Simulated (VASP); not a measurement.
Given:

```
CaGaGeH
1.0
    4.10076     0.00000     0.00000
   -2.05038     3.55137     0.00000
    0.00000     0.00000     4.61824
Ca Ga Ge H
1 1 1 1
Direct
  0.33333   0.66667   0.99607
  0.00000   0.00000   0.56216
  0.66667   0.33333   0.42274
  0.00000   0.00000   0.93784
```

Method: PBEsol GGA, VASP's PBE PAW potentials (set 64) (plane waves; VASP). Run with 400 eV cut-off, 7×7×6 Γ-centred mesh, tetrahedra with Blöchl corrections, potentials Ca_sv Ga_d Ge_d H.

The cores are frozen, which limits the accuracy of field gradients.

Task: Give the principal components of the electric field gradient (V/Å²) and the asymmetry η at each nucleus.

Result: 
```csv
atom,Vxx,Vyy,Vzz,η
Ca1,-7.0,-7.0,14.0,0.00
Ga2,-21.7,-21.7,43.4,0.00
Ge3,21.5,21.5,-43.0,0.00
H4,-1.7,-1.7,3.4,0.00
```

The structure comes from a computed database's CaGaGeH entry (P3m1); how it stands against other phases isn't given here. It was relaxed first, which changed the volume by -6 %.
